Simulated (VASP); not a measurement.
Sr, 1 atom in the cell. It takes space group Im-3m (No. 229, cubic). Conventional cell: a = 4.871 Å, b = 4.871 Å, c = 4.871 Å, α = 90.00°, β = 90.00°, γ = 90.00°. Sr (site symmetry m-3m) has 8 Sr at 4.22 Å as nearest neighbours. This isn't the form of Sr at room conditions, which is fcc.

| Property | Result |
| --- | --- |
| Program | VASP 6.6.1 |
| Task | single point |
| Functional | BLYP |
| Potentials or basis | VASP PAW PBE potentials, release 64 (Sr_sv) |
| Cutoff | 520 eV |
| k mesh | 11 × 11 × 11 |
| Occupations | fermi-dirac, width 0.1 eV |
| Spin | no spin polarisation |
| Dipole correction | no |
| Further INCAR settings | ALGO = Normal; EDIFF = 1e-07; NBANDS = 11 |

Potentials or basis: VASP PAW PBE potentials, release 64 (Sr_sv).

Launch:

```bash
$ cat potpaw_PBE.64/Sr_sv/POTCAR > POTCAR
$ mpirun -np 1 vasp_std > vasp.out
```

Hardware: 1 thread of AMD EPYC 7R43 64-Core Processor (Zen 3), with other jobs on the host.

Q: Estimate the wall time of this run.

A: It took 63 s on 1 thread of AMD EPYC 7R43 64-Core Processor (Zen 3), with other jobs on the host, peak memory 0.16 GiB. Counts: scf iterations 14, k points 56.
